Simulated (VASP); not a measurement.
All values below come from RPBE GGA, VASP's PBE PAW potentials (set 64) (plane waves; VASP).

VASP ran on this input.

**KPOINTS**
```
Automatic mesh
0
Gamma
8 8 8
0 0 0
```

**POSCAR**
```
AuAl2
1.0
  0.0000000000   3.0468581445   3.0468581445
  3.0468581445   0.0000000000   3.0468581445
  3.0468581445   3.0468581445   0.0000000000
Al Au
2 1
Direct
  0.2500000000   0.2500000000   0.2500000000
  0.7500000000   0.7500000000   0.7500000000
  0.0000000000   0.0000000000   0.0000000000
```

### INCAR
```
ALGO  =  Normal
EDIFF  =  1E-6
EDIFFG  =  -0.02
ENCUT  =  520
GGA  =  RP
IBRION  =  2
ISIF  =  3
ISMEAR  =  1
LASPH  =  .TRUE.
LCHARG  =  .FALSE.
LMAXMIX  =  6
LREAL  =  .FALSE.
LWAVE  =  .FALSE.
NELM  =  100
NSW  =  60
PREC  =  Accurate
SIGMA  =  0.1
SYSTEM  =  AuAl2
```

POTCAR, in this order: Al Au (PBE.64 set). Program: vasp_std.

Unless said otherwise, spin-orbit coupling is left out, though it shifts the bands of the heavy elements here.

Predict the energy per atom (σ→0), band gap (on the k-mesh).

* **energy per atom (σ→0)**: -3.636 eV/atom
* **band gap (on the k-mesh)**: none (metal, semimetal or under 0.01 eV)

OSZICAR:
```
...
DAV:   7    -0.109308870971E+02    0.61706E-01   -0.27166E-01   740   0.617E+00    0.194E+00
DAV:   8    -0.109096278463E+02    0.21259E-01   -0.26244E-02   832   0.132E+00    0.417E-01
DAV:   9    -0.109089801521E+02    0.64769E-03   -0.42245E-03   752   0.780E-01    0.198E-01
DAV:  10    -0.109092583479E+02   -0.27820E-03   -0.47917E-04   776   0.169E-01    0.382E-02
DAV:  11    -0.109092589960E+02   -0.64817E-06   -0.11159E-05   844   0.288E-02    0.148E-02
DAV:  12    -0.109092685519E+02   -0.95559E-05   -0.24173E-05   732   0.323E-02    0.564E-03
DAV:  13    -0.109092686185E+02   -0.66621E-07   -0.58111E-07   588   0.859E-03
   1 F= -.10909269E+02 E0= -.10908386E+02  d E =-.109093E+02
```

The compound is AuAl2 in the fluorite structure. It was relaxed first. The start is the result of an earlier pass. The electron count is odd and the run is not spin-polarised, which forces a metal.
